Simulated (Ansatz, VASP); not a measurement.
# Mg15Ti9O32 (Ti_Mg1): VASP beside Ansatz

Aim: how closely do two programs agree when they are given the same cell, functional and k mesh? The structure shown is the end of the VASP relaxation below.

Program: Ansatz 0.2.0. Level of theory: plane waves, with VASP 6.6.1 beside it; single point at PBEsol. Results are calculated unless marked as measured.

## 1. The starting structure

The cell holds 56 atoms: 15 Mg, 9 Ti and 32 O. Its edges and angles: a = 8.420 Å, b = 8.420 Å, c = 8.472 Å, α = 90.0°, β = 90.0°, γ = 89.8°. It derives from Mg2TiO4 (Mg2TiO4 (Imma)). Nearest the centre at fractional (0.750, 0.500, 0.250): Ti16 at 0.01 Å, O43 at 1.97 Å, O51 at 1.97 Å, O40 at 1.97 Å, O36 at 1.98 Å, O47 at 2.00 Å, O32 at 2.01 Å, Mg8 at 3.00 Å.

## 2. VASP: relaxation, PBEsol

This run makes the geometry at which the two programs are then compared.

Lines of VASP's logs that name or quote its potential files are left out, and so is its time.

The input, INCAR:

```
SYSTEM = Mg15Ti9O32
PREC = Normal
ENCUT = 400
EDIFF = 1E-05
NELM = 120
ISMEAR = 0
SIGMA = 0.05
LREAL = Auto
ALGO = Fast
GGA = PS
ISPIN = 2
MAGMOM = 0 0 0 0 0 0 0 0 0 0 0 0 0 0 0 0.6 0 0 0 0 0 0 0 0 0 0 0 0 0 0 0 0 0 0 0 0 0 0 0 0.6 0 0 0.6 0 0 0 0 0 0 0 0.6 0 0 0 0 0
LMAXMIX = 4
LORBIT = 11
LWAVE = True
LCHARG = .TRUE.
KPAR = 4
IBRION = 2
NSW = 50
ISIF = 2
EDIFFG = -0.03
POTIM = 0.4
MAXMIX = 40
ISYM = 0
```

The input, POSCAR:

```
Mg15Ti9O32
1.0
    5.9430868578      5.9646842298      0.0000000000
   -5.9430868578      5.9646842298      0.0000000000
    0.0000000000      0.0000000000      8.4723517090
Mg Ti O
15 9 32
Direct
    0.3750000000      0.3750000000      0.1360167200
    0.3750000000      0.8750000000      0.6360167200
    0.8750000000      0.3750000000      0.6360167200
    0.8750000000      0.8750000000      0.1360167200
    0.2500000000      0.0000000000      0.2500000000
    0.2500000000      0.5000000000      0.7500000000
    0.7500000000      0.0000000000      0.7500000000
    0.0025167300      0.2479561200      0.2473673200
    0.0000000000      0.7500000000      0.7500000000
    0.5000000000      0.2500000000      0.7500000000
    0.5019048900      0.7491747600      0.2512583500
    0.1250000000      0.1250000000      0.8639832800
    0.1250000000      0.6250000000      0.3639832800
    0.6250000000      0.1250000000      0.3639832800
    0.6250000000      0.6250000000      0.8639832800
    0.7517760400      0.4948782900      0.2512446700
    0.2500000000      0.2500000000      0.5000000000
    0.2500000000      0.7500000000      0.0000000000
    0.7477419100      0.2542454000      0.0015221200
    0.7487789500      0.7452654100      0.4976569600
    0.0000000000      0.0000000000      0.5000000000
    0.9995756400      0.5020789400      0.9990844100
    0.5000000000      0.0000000000      0.0000000000
    0.4945693100      0.5056923700      0.5024208800
    0.0123318400      0.2376681600      0.4982126800
    0.0123318400      0.7376681600      0.9982126800
    0.5123318400      0.2376681600      0.9982126800
    0.5123318400      0.7376681600      0.4982126800
    0.2376681600      0.0123318400      0.4982126800
    0.2376681600      0.5123318400      0.9982126800
    0.7376681600      0.0123318400      0.9982126800
    0.7364400000      0.5148163200      0.5018649800
    0.0076414300      0.0076414300      0.2719237300
    0.0076414300      0.5076414300      0.7719237300
    0.5076414300      0.0076414300      0.7719237300
    0.5026165600      0.5090798400      0.2741227100
    0.2423585700      0.2423585700      0.2719237300
    0.2423585700      0.7423585700      0.7719237300
    0.7423585700      0.2423585700      0.7719237300
    0.7463130100      0.7426477800      0.2760484300
    0.2576414300      0.2576414300      0.7280762700
    0.2576414300      0.7576414300      0.2280762700
    0.7547004700      0.2618823000      0.2260630800
    0.7576414300      0.7576414300      0.7280762700
    0.2623318400      0.4876681600      0.5017873200
    0.2623318400      0.9876681600      0.0017873200
    0.7594518500      0.4967279400      0.0029898900
    0.7623318400      0.9876681600      0.5017873200
    0.4923585700      0.4923585700      0.7280762700
    0.4923585700      0.9923585700      0.2280762700
    0.9918396700      0.4932973300      0.2250678800
    0.9923585700      0.9923585700      0.7280762700
    0.4876681600      0.2623318400      0.5017873200
    0.4876681600      0.7623318400      0.0017873200
    0.9876681600      0.2623318400      0.0017873200
    0.9876681600      0.7623318400      0.5017873200
```

The input, KPOINTS:

```
Automatic mesh
0
Gamma
2 2 2
0 0 0
```

PAW data sets: Mg, Ti and O (PBE family, release 64).

Started as:

```sh
$ mpirun -np 4 vasp_std
```

Numbers of over 12 decimals in the logs are rounded to 6 here.

Log:

```text
[banner, memory and clock lines left out]
running    4 mpi-ranks, on    1 nodes
[...]
|                                                                             |
|               ----> ADVICE to this user running VASP <----                  |
|                                                                             |
|     You enforced a specific xc type in the INCAR file but a different       |
|     [... a line on the potential file left out ...]
|     I HOPE YOU KNOW WHAT YOU ARE DOING!                                     |
|                                                                             |

 LDA part: xc-table for (Slater+PW92), standard interpolation
 POSCAR, INCAR and KPOINTS ok, starting setup
[...]
entering main loop
       N       E                     dE             d eps       ncg     rms          rms(c)
DAV:   1     0.270540647815E+04    0.27054E+04   -0.93884E+04  5096   0.125E+03
DAV:   2     0.209918565976E+03   -0.24955E+04   -0.23198E+04  5240   0.351E+02
[...]
RMM:  27    -0.429109229839E+03    0.83681E-07   -0.60109E-05  4170   0.188E-02
   1 F= -.42910923E+03 E0= -.42909836E+03  d E =-.429109E+03  mag=     1.5947
[... from here on, the cycles between the ionic steps are left out ...]
   6 F= -.42995849E+03 E0= -.42995278E+03  d E =-.481784E-01  mag=     0.9622
   7 F= -.42995938E+03 E0= -.42995364E+03  d E =-.490677E-01  mag=     0.9528
   8 F= -.42997902E+03 E0= -.42997365E+03  d E =-.196482E-01  mag=     0.9528
   9 F= -.42998214E+03 E0= -.42997707E+03  d E =-.227620E-01  mag=     0.9539
  10 F= -.42998985E+03 E0= -.42998524E+03  d E =-.771267E-02  mag=     0.9591
  11 F= -.42999015E+03 E0= -.42998566E+03  d E =-.801678E-02  mag=     0.9605
  12 F= -.42999249E+03 E0= -.42998823E+03  d E =-.233455E-02  mag=     0.9562
  13 F= -.42999258E+03 E0= -.42998838E+03  d E =-.242466E-02  mag=     0.9558
  14 F= -.42999325E+03 E0= -.42998923E+03  d E =-.671986E-03  mag=     0.9537
  15 F= -.42999325E+03 E0= -.42998921E+03  d E =-.674804E-03  mag=     0.9537
  16 F= -.42999364E+03 E0= -.42998973E+03  d E =-.384611E-03  mag=     0.9586
 trial-energy change:   -0.000385  1 .order   -0.000391   -0.000644   -0.000138
 step:   1.5566(harm=  1.5566)  dis= 0.00193  next Energy=  -429.993663 (dE=-0.410E-03)
 reached required accuracy - stopping structural energy minimisation
 writing wavefunctions
```

OUTCAR, selected parts (step 2):

```text
  FREE ENERGIE OF THE ION-ELECTRON SYSTEM (eV)
  ---------------------------------------------------
  free  energy   TOTEN  =      -429.9936378690 eV

  energy  without entropy=     -429.9858310908  energy(sigma->0) =     -429.98973448

 reached required accuracy - stopping structural energy minimisation

 magnetization (x)
# of ion       s       p       d       tot
------------------------------------------
    1       -0.000   0.000   0.000   0.000
    2       -0.000   0.000   0.000   0.000
    3       -0.000  -0.000   0.000  -0.000
    4       -0.000   0.000   0.000   0.000
    5       -0.000  -0.000  -0.000  -0.000
    6        0.000  -0.000   0.000   0.000
    7        0.000  -0.000   0.000   0.000
    8       -0.000  -0.000   0.000  -0.000
    9        0.000  -0.000   0.000  -0.000
   10        0.000  -0.000   0.000  -0.000
   11       -0.000  -0.000   0.000  -0.000
   12       -0.000   0.000   0.000   0.000
   13       -0.000   0.000   0.000   0.000
[...]
--------------------------------------------------
tot          0.018   0.016   0.879   0.912
```

The magnetic state follows from one typed start and may not be the lowest. LASPH is off, so gradient terms of the non-spherical density inside the spheres are left out; for open d or f shells this can shift gaps and moments. The data set Ti keeps the semicore shell frozen, which is cheaper and a little less accurate.

(Continued in part 2 of 2.)

[Lines on the potential files, build, host, timing and source positions are cut from VASP's logs without a mark.]

[Logs are printed without paths, hosts, clocks, repeated set-up lines and the standing remarks that a program may print on its own settings, such as how far it seeks lower states.]

[Hosts, paths, dates, database ids (printed as entryN), source tags and the programs' standing remarks are cut or masked in the printed files.]
